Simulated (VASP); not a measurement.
A convergence study with VASP on TaS₂ (space group P-3m1): one setting is varied, all else stays as given below, so the limit is that of these other settings.

```
CELL_PARAMETERS angstrom
      3.39301     0.00000     0.00000
     -1.69650     2.93843     0.00000
      0.00000     0.00000     6.18648
ATOMIC_POSITIONS crystal
  Ta 0.00000 0.00000 0.00000
  S  0.66667 0.33333 0.75428
  S  0.33333 0.66667 0.24572
```

All values below come from PBEsol GGA, VASP's PBE PAW potentials (set 64) (plane waves; VASP). The tightest run used: 450 eV cut-off, 11×11×6 Γ-centred mesh, Gaussian smearing of 0.10 eV, potentials Ta_pv S.

Question: The settings run are ENCUT = 150; ENCUT = 180; ENCUT = 210; ENCUT = 255; ENCUT = 300; ENCUT = 360; ENCUT = 450. From which on does the highest Γ mode stay within 1 cm⁻¹ of the tightest run?

Answer: From ENCUT = 255 on: it is off by 0.2 there and by no more than 1 in any finer run, while ENCUT = 210 is off by 2.1.
```
setting      highest Γ mode (cm⁻¹)  plane waves  difference judged (cm⁻¹)
-----------  ---------------------  -----------  ------------------------
ENCUT = 150                  373.4          276                      14.8
ENCUT = 180                  352.2          350                       6.4
ENCUT = 210                  356.5          435                       2.1
ENCUT = 255                  358.4          598                       0.2
ENCUT = 300                  358.3          744                       0.3
ENCUT = 360                  358.7          970                       0.1
ENCUT = 450                  358.6         1366                       0.0
```

Left out are rungs that failed or repeat a setting and relaxations that didn't move; long series are thinned to 24 rows.

The structure comes from a computed database's TaS2 entry (space group no. 164); how it stands against other phases isn't given here. The cell was not relaxed at this level. The electron count is odd and the run is not spin-polarised, which forces a metal.
